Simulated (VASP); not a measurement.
Level of theory: PBEsol GGA, VASP's PBE PAW potentials (set 64) (plane waves; VASP 6.6.1).

The input files of a VASP run:

File POSCAR:
```
SnO monolayer
1
    3.8092946217     0.0000000000     0.0000000000
    0.0000000000     3.8092946217     0.0000000000
    0.0000000000     0.0000000000    17.8841570702
Sn O
2 2
Direct
  0.5000000000   0.0000000000   0.4370670000
  0.0000000000   0.5000000000   0.5629330000
  0.5000000000   0.5000000000   0.5000000000
  0.0000000000   0.0000000000   0.5000000000
```

### INCAR
```
! general
SYSTEM  = SnO monolayer
PREC    = Normal
ENCUT   = 500
LREAL   = .False.
LASPH   = .True.

! electronic loop
EDIFF   = 1E-5
NELM    = 100
NELMIN  = 4
ALGO    = Normal
LMAXMIX = 4

! smearing
ISMEAR  = 0
SIGMA   = 0.05

! functional
GGA     = PS

! ions
IBRION  = 2
NSW     = 50
ISIF    = 4
EDIFFG  = -0.03

! output
LWAVE   = .True.
LCHARG  = .False.
```

KPOINTS:
```
Automatic
0
Gamma
 12 12 1
```

POTCAR, in this order: Sn_d O (PBE.64 set). Program: vasp_std.

**Question.** What does the run give for the energy per atom (σ→0)?

**Answer.** 
```yaml
energy per atom (σ→0): -576.1 kJ/mol of atoms
```

### OSZICAR
```
...
DAV:   5    -0.238829965829E+02   -0.33369E-04   -0.22483E-03  1856   0.494E-01    0.439E-02
DAV:   6    -0.238829664145E+02    0.30168E-04   -0.12407E-04  1712   0.106E-01    0.251E-02
DAV:   7    -0.238829390200E+02    0.27394E-04   -0.77408E-05  1512   0.629E-02    0.959E-03
DAV:   8    -0.238829759347E+02   -0.36915E-04   -0.61420E-05  1208   0.360E-02    0.637E-03
DAV:   9    -0.238830217483E+02   -0.45814E-04   -0.20407E-05  1104   0.217E-02    0.356E-03
DAV:  10    -0.238830649794E+02   -0.43231E-04   -0.72949E-06  1016   0.135E-02    0.166E-03
DAV:  11    -0.238830725649E+02   -0.75855E-05   -0.10762E-06  1184   0.581E-03
   2 F= -.23883073E+02 E0= -.23883073E+02  d E =-.372572E-01
```

The cell is a sheet with vacuum, built from SnO (litharge).
